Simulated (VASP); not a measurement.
A convergence study with VASP on MnO (rock salt, AFM-II order): one setting is varied, all else stays as given below, so the limit is that of these other settings.

```
CELL_PARAMETERS angstrom
      4.44000     2.22000     2.22000
      2.22000     4.44000     2.22000
      2.22000     2.22000     4.44000
ATOMIC_POSITIONS crystal
  Mn 0.00000 0.00000 0.00000
  Mn 0.50000 0.50000 0.50000
  O  0.25000 0.25000 0.25000
  O  0.75000 0.75000 0.75000
```
Starting moments (μB, in the order of the record's atoms Mn Mn O O): 5.0 -5.0 0.0 0.0.

Calculation: PBE GGA, VASP's PBE PAW potentials (set 64) (plane waves; VASP). The tightest run used: 700 eV cut-off, 9×9×9 Monkhorst-Pack mesh, Gaussian smearing of 0.050 eV, potentials Mn_pv O.

| setting | E (eV/atom) | pressure (GPa) | irreducible k-points |
|---|---|---|---|
| 1×1×1 mesh | -7.0360 | -8.69 | 1 |
| 2×2×2 mesh | -8.1520 | -0.01 | 2 |
| 3×3×3 mesh | -8.2649 | -0.17 | 6 |

Problem. These are the cheaper rows. Estimate the results at 9×9×9 mesh, and how far the last row shown lies from them.

Solution. 
| quantity | tightest run | last row shown is off by |
|---|---|---|
| E (eV/atom) | -8.2799 | 0.0150 |
| pressure (GPa) | -0.17 | 0.00 |

Left out are rungs that failed or repeat a setting and relaxations that didn't move; long series are thinned to 24 rows.

The compound is MnO in the rock salt, AFM-II order structure. The cell was not relaxed at this level. The spin order is the one that the start imposed; others were not tried in this run.
